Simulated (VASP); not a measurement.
Consider the following.

```yaml
crystal:
  lattice:
    - [3.15000, 0.00000, 0.00000]
    - [0.00000, 3.15000, 0.00000]
    - [0.00000, 0.00000, 3.15000]
  atoms:
    - { symbol: Zn, position: [0.50000, 0.50000, 0.50000] }
    - { symbol: Au, position: [0.00000, 0.00000, 0.00000] }
```

Calculation: LDA (Ceperley-Alder, Perdew-Zunger), VASP's LDA PAW potentials (set 64) (plane waves; VASP 6.6.1). Run with 300 eV cut-off, 14×14×14 Γ-centred mesh, Fermi-Dirac smearing of 0.10 eV, potentials Zn Au.

At this cut-off the stress carries a Pulay error, which pulls relaxed volumes low. Unless said otherwise, spin-orbit coupling is left out, though it shifts the bands of the heavy elements here.

**Question.** What does the run give for the energy per atom (σ→0), pressure, band gap (on the k-mesh) with the smallest direct gap where there is one?

**Answer.** 
| Item | Value |
|---|---|
| band gap (on the k-mesh) | none (metal, semimetal or under 0.01 eV) |
| energy per atom (σ→0) | -3.367 eV/atom |
| pressure | -7.11 GPa |

The absolute energy has meaning only against runs of the same code, potentials and settings.

The structure is a typed AuZn crystal (Pm-3m). The cell was not relaxed at this level. The electron count is odd and the run is not spin-polarised, which forces a metal.
